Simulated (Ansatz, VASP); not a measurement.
# Cross-check of Co (Co(0001)) between VASP and Ansatz, part 2 of 2

Aim: how closely do two programs agree when they are given the same cell, functional and k mesh? The cell is taken from a series of runs on this material, whose earlier steps may have relaxed, scaled, displaced or heated it; both programs get it as it stands.

VASP 6.6.1 and Ansatz 0.2.0.

So far: The starting structure; Ansatz: single point, r2SCAN.

## Step 3: VASP: single point, r2SCAN

Level of this step: r2SCAN, spin-polarised from a ferromagnetic start; plane waves and PAW (Co) (VASP).

The same cell, functional, mesh and smearing now go to VASP, with its own data sets.

Lines of VASP's logs that name or quote its potential files are left out, and so is its time.

INCAR

```
SYSTEM = Co
PREC = Accurate
ENCUT = 580
EDIFF = 1E-06
NELM = 200
ISMEAR = -1
SIGMA = 0.1
LREAL = .FALSE.
ALGO = Normal
METAGGA = R2SCAN
LASPH = .TRUE.
NBANDS = 50
ISPIN = 2
MAGMOM = 2.01 1.93 1.92 1.92 1.92 1.93 2.01
LMAXMIX = 4
LORBIT = 11
LWAVE = .FALSE.
LCHARG = .FALSE.
ISIF = 2
LDIPOL = .TRUE.
IDIPOL = 3
DIPOL = 0.5 0.5 0.5
LVHAR = .TRUE.
GGA_COMPAT = .FALSE.
NELMDL = -8
LMIXTAU = .TRUE.
KPAR = 2
```

POSCAR

```
Co
1.0
    2.5100000000      0.0000000000      0.0000000000
    1.2550000000      2.1737237635      0.0000000000
    0.0000000000      0.0000000000     30.2136600000
Co
7
Direct
    0.0000000000      0.0000000000      0.2978785093
    0.6666666667      0.6666666667      0.3652523395
    0.0000000000      0.0000000000      0.4326261698
    0.6666666667      0.6666666667      0.5000000000
    0.0000000000      0.0000000000      0.5673738302
    0.6666666667      0.6666666667      0.6347476605
    0.0000000000      0.0000000000      0.7021214907
```

KPOINTS

```
Automatic mesh
0
Gamma
19 19 1
0 0 0
```

PAW data sets: Co (PBE family, release 64).

On the command line:

```
mpirun -np 2 vasp_std
```

Numbers of over 12 decimals in the logs are rounded to 6 here.

Output:

```text
[banner, memory and clock lines left out]
running    2 mpi-ranks, on    1 nodes
 distrk:  each k-point on    1 cores,    2 groups
 distr:  one band on    1 cores,    1 groups

 POSCAR found type information on POSCAR Co
 POSCAR found :  1 types and       7 ions
|                                                                             |
|               ----> ADVICE to this user running VASP <----                  |
|                                                                             |
|     You enforced a specific xc type in the INCAR file but a different       |
|     [... a line on the potential file left out ...]
|     I HOPE YOU KNOW WHAT YOU ARE DOING!                                     |
|                                                                             |

 LDA part: xc-table for (None), standard interpolation
 POSCAR, INCAR and KPOINTS ok, starting setup
 FFT: planning ... GRIDC
 FFT: planning ... GRID_SOFT
 FFT: planning ... GRID
 WAVECAR not read
 entering main loop
       N       E                     dE             d eps       ncg     rms          rms(c)
DAV:   1     0.473644784694E+03    0.47364E+03   -0.29560E+04  8024   0.154E+03
DAV:   2    -0.641471355011E+02   -0.53779E+03   -0.50148E+03  8000   0.327E+02
DAV:   3    -0.108235957924E+03   -0.44089E+02   -0.40667E+02  8492   0.135E+02
DAV:   4    -0.109122337033E+03   -0.88638E+00   -0.88351E+00  8852   0.211E+01
DAV:   5    -0.109141919623E+03   -0.19583E-01   -0.19581E-01 12198   0.208E+00
DAV:   6    -0.109142220282E+03   -0.30066E-03   -0.30066E-03 12076   0.284E-01
DAV:   7    -0.109142229421E+03   -0.91390E-05   -0.91387E-05 12018   0.480E-02
DAV:   8    -0.109142229714E+03   -0.29293E-06   -0.29322E-06  7040   0.958E-03    0.316E+01
DAV:   9    -0.113756674741E+03   -0.46144E+01   -0.10450E+02  9172   0.143E+02    0.492E+01
DAV:  10    -0.140668275557E+03   -0.26912E+02   -0.90810E+01  9916   0.159E+02    0.695E+01
DAV:  11    -0.107509192149E+03    0.33159E+02   -0.10388E+02 12312   0.782E+01    0.362E+01
DAV:  12    -0.106594086542E+03    0.91511E+00   -0.45513E+01 11346   0.858E+01    0.449E+01
DAV:  13    -0.101899684630E+03    0.46944E+01   -0.84470E+01 11024   0.769E+01    0.323E+01
DAV:  14    -0.964321982668E+02    0.54675E+01   -0.10677E+01 10238   0.654E+01    0.206E+01
[...]
DAV:  94    -0.908756622590E+02   -0.36484E-04   -0.20479E-05  7938   0.302E-02    0.970E-04
DAV:  95    -0.908756984338E+02   -0.36175E-04   -0.54957E-06  7578   0.161E-02    0.774E-04
DAV:  96    -0.908757680528E+02   -0.69619E-04   -0.33826E-05  7960   0.345E-02    0.699E-04
DAV:  97    -0.908758093403E+02   -0.41287E-04   -0.11388E-05  7796   0.218E-02    0.603E-04
DAV:  98    -0.908758096192E+02   -0.27897E-06   -0.11665E-05  7672   0.215E-02    0.689E-04
DAV:  99    -0.908758264560E+02   -0.16837E-04   -0.24027E-06  6832   0.966E-03    0.422E-04
DAV: 100    -0.908758123104E+02    0.14146E-04   -0.64453E-07  5820   0.446E-03    0.388E-04
DAV: 101    -0.908758123919E+02   -0.81470E-07   -0.47299E-06  7370   0.134E-02
   1 F= -.90875812E+02 E0= -.90773453E+02  d E =-.204719E+00  mag=    12.5332
```

Parts of OUTCAR (step 3):

```text
ion  position               nearest neighbor table
   1  0.000  0.000  0.298-   2 2.50   2 2.50   2 2.50
   2  0.667  0.667  0.365-   1 2.50   1 2.50   1 2.50   3 2.50   3 2.50   3 2.50
   3  0.000  0.000  0.433-   4 2.50   4 2.50   4 2.50   2 2.50   2 2.50   2 2.50
   4  0.667  0.667  0.500-   3 2.50   5 2.50   3 2.50   5 2.50   3 2.50   5 2.50
   5  0.000  0.000  0.567-   4 2.50   4 2.50   4 2.50   6 2.50   6 2.50   6 2.50
   6  0.667  0.667  0.635-   7 2.50   7 2.50   7 2.50   5 2.50   5 2.50   5 2.50
   7  0.000  0.000  0.702-   6 2.50   6 2.50   6 2.50

  LATTYP: Found a hexagonal cell.
 ALAT       =     2.5100000000
 C/A-ratio  =    12.0373147410

 Subroutine GETGRP returns: Found 12 space group operations
 (whereof 12 operations were pure point group operations)

The static configuration has the point symmetry D_3h.

 Found     40 irreducible k-points:

   k-points           NKPTS =     40   k-points in BZ     NKDIM =     40   number of bands    NBANDS=     50

   dimension x,y,z NGX =    20 NGY =   20 NGZ =  240
   dimension x,y,z NGXF=    40 NGYF=   40 NGZF=  480

   ENCUT  =  580.0 eV  42.63 Ry    6.53 a.u.   4.93  4.93 59.33*2*pi/ulx,y,z

   NELECT =      63.0000    total number of electrons

 k-points in reciprocal lattice and weights: Automatic mesh
   0.00000000  0.00000000  0.00000000       0.003
   0.05263158  0.00000000  0.00000000       0.017
   0.10526316  0.00000000  0.00000000       0.017
   0.15789474  0.00000000  0.00000000       0.017
   0.21052632  0.00000000  0.00000000       0.017
   0.26315789 -0.00000000  0.00000000       0.017
   0.31578947  0.00000000  0.00000000       0.017
   0.36842105  0.00000000  0.00000000       0.017
   0.42105263  0.00000000  0.00000000       0.017
[...]
-0.36842105  0.26315789  0.00000000       0.017
  -0.36842105  0.31578947  0.00000000       0.017

 dipolmoment           0.000000      0.000000      0.000000 electrons x Angstroem

 average (electrostatic) potential at core
       1 -91.3212       2 -91.4295       3 -91.3947       4 -91.3808       5 -91.3947
       6 -91.4295       7 -91.3212

 E-fermi :   2.1854

 spin component 1
 k-point     1 :       0.0000    0.0000    0.0000
  band No.  band energies     occupation
    ...
     39       0.3948      1.00000
     40       0.4379      1.00000
     41       0.4379      1.00000
     42       1.7344      0.98912
     43       2.1830      0.50619
     44       6.9778      0.00000
     45       7.1595      0.00000
     46       7.7155      0.00000
     47       8.7171      0.00000
     48       9.0222      0.00000
    ...

 k-point     2 :       0.0526    0.0000    0.0000
  band No.  band energies     occupation
    ...
     38       0.3715      1.00000
     39       0.4002      1.00000
     40       0.4476      1.00000
     41       0.8654      1.00000
     42       1.9932      0.87239
     43       2.4878      0.04639
     44       7.0615      0.00000
     45       7.2477      0.00000
     46       7.7945      0.00000
     47       8.8008      0.00000
    ...

 k-point     3 :       0.1053    0.0000    0.0000
  band No.  band energies     occupation
    ...
     37       0.3259      1.00000
     38       0.4143      1.00000
     39       0.4725      1.00000
     40       0.6060      1.00000
     41       1.4189      0.99953
     42       2.5723      0.02046
     43       3.1899      0.00004
     44       7.3103      0.00000
     45       7.5121      0.00000
     46       8.0297      0.00000
    ...

 k-point     4 :       0.1579    0.0000    0.0000
  band No.  band energies     occupation
    ...
     37       0.3266      1.00000
     38       0.4324      1.00000
     39       0.5044      1.00000
     40       0.9637      1.00000
     41       2.0159      0.84488
     42       3.2938      0.00002
     43       4.0807      0.00000
     44       7.7165      0.00000
     45       7.9527      0.00000
     46       8.4167      0.00000
    ...

 k-point     5 :       0.2105    0.0000    0.0000
  band No.  band energies     occupation
    ...
     36       0.3326      1.00000
     37       0.4524      1.00000
     38       0.5353      1.00000
     39       0.5362      1.00000
     40       1.3943      0.99963
     41       2.6629      0.00837
     42       4.1021      0.00000
     43       5.0881      0.00000
     44       8.2636      0.00000
     45       8.5690      0.00000
    ...

 k-point     6 :       0.2632   -0.0000    0.0000
  band No.  band energies     occupation
    ...
     36       0.3569      1.00000
     37       0.4778      1.00000
     38       0.5653      1.00000
     39       0.8255      1.00000
     40       1.9119      0.93910
     41       3.3731      0.00001
     42       4.9764      0.00000
     43       6.1864      0.00000
     44       8.9173      0.00000
     45       9.3574      0.00000
    ...

  Total       -6.2689343     -6.2689343     -4.7739594      0.0000000      0.0000000      0.0000000
  in kB      -60.9288374    -60.9288374    -46.3989220      0.0000000      0.0000000      0.0000000
  external PRESSURE =     -56.0855322 kB  Pullay stress =       0.0000000 kB

  energy-cutoff  :      580.00
  volume of cell :      164.85
      direct lattice vectors                 reciprocal lattice vectors
     2.510000000  0.000000000  0.000000000     0.398406375 -0.230020028  0.000000000
     1.255000000  2.173723763  0.000000000     0.000000000  0.460040055  0.000000000
     0.000000000  0.000000000 30.213660000     0.000000000  0.000000000  0.033097612

 POSITION                                       TOTAL-FORCE (eV/Angst)
 -----------------------------------------------------------------------------------
      0.00000      0.00000      9.00000        -0.000000     -0.000000      0.659057
      2.51000      1.44915     11.03561        -0.000000     -0.000000     -0.468697
      0.00000      0.00000     13.07122         0.000000      0.000000      0.100661
      2.51000      1.44915     15.10683         0.000000      0.000000      0.000000
      0.00000      0.00000     17.14244        -0.000000      0.000000     -0.100661
      2.51000      1.44915     19.17805        -0.000000     -0.000000      0.468697
      0.00000      0.00000     21.21366        -0.000000      0.000000     -0.659057
 -----------------------------------------------------------------------------------
    total drift:                               -0.000000     -0.000000      0.000000

  FREE ENERGIE OF THE ION-ELECTRON SYSTEM (eV)
  ---------------------------------------------------
  free  energy   TOTEN  =       -90.8758123919 eV

  energy  without entropy=      -90.6710928975  energy(sigma->0) =      -90.77345264

 vacuum level on the upper side and lower side of the slab         7.138         7.138

 total charge
# of ion       s       p       d       tot
------------------------------------------
    1        0.494   0.424   7.171   8.088
    2        0.497   0.537   7.210   8.244
    3        0.500   0.540   7.209   8.249
    4        0.501   0.539   7.209   8.249
    5        0.500   0.540   7.209   8.249
    6        0.497   0.537   7.210   8.244
    7        0.494   0.424   7.171   8.088
--------------------------------------------------
tot          3.483   3.540  50.389  57.412

 magnetization (x)
# of ion       s       p       d       tot
------------------------------------------
    1       -0.010  -0.080   2.020   1.929
    2       -0.013  -0.083   1.947   1.851
    3       -0.011  -0.082   1.932   1.838
    4       -0.011  -0.081   1.934   1.842
    5       -0.011  -0.082   1.932   1.838
    6       -0.013  -0.083   1.947   1.851
    7       -0.010  -0.080   2.020   1.929
--------------------------------------------------
tot         -0.079  -0.572  13.731  13.079

[... 6 further parts left out ...]
```

The magnetic state follows from one typed start and may not be the lowest. SCAN-type functionals tend to overstate the moments of itinerant magnets.

## Step 4: Comparison

Known differences besides the potentials themselves: VASP starts from the moments at which Ansatz ended; VASP keeps PBE cores, Ansatz makes them for the functional; the data sets hold 119 valence electrons in Ansatz (on its default PAW (the set named soft_2) files) and 63 in VASP; the cutoff is 500 eV in Ansatz and 580 eV in VASP; site moments are counted in spheres of each program's own size. Total energies have different zeros and are not compared.

The two programs side by side:

```
                                   quantity  Ansatz   VASP  difference
                          total moment (μB)   12.62  12.53       +0.08
                         moment on Co1 (μB)    2.01   1.93       +0.08
                         moment on Co7 (μB)    2.01   1.93       +0.08
                         moment on Co6 (μB)    1.93   1.85       +0.08
                         moment on Co2 (μB)    1.93   1.85       +0.08
                         moment on Co4 (μB)    1.92   1.84       +0.08
                         moment on Co3 (μB)    1.92   1.84       +0.08
                         moment on Co5 (μB)    1.92   1.84       +0.08
 work function, lower of the two faces (eV)    4.98   4.95       +0.03
work function, higher of the two faces (eV)    4.98   4.95       +0.03
```

With vacuum in the cell, a pressure given here is an average over mostly empty space and none of the material.

## Step 5: Results

```yaml
difference_in_work_function_higher_of_the_two_faces_single_point_r2scan: 0.026 eV
```

The difference in work function, higher of the two faces is 0.026 eV (single point, r2SCAN). The data sets hold unlike numbers of valence electrons (119 in Ansatz and 63 in VASP), so part of the differences comes from the potentials. How closely two codes agree says nothing of how well the functional describes the real material.

[Lines on the potential files, build, host, timing and source positions are cut from VASP's logs without a mark.]

[Logs are printed without paths, hosts, clocks, repeated set-up lines and the standing remarks that a program may print on its own settings, such as how far it seeks lower states.]

[Hosts, paths, dates, database ids (printed as entryN), source tags and the programs' standing remarks are cut or masked in the printed files.]
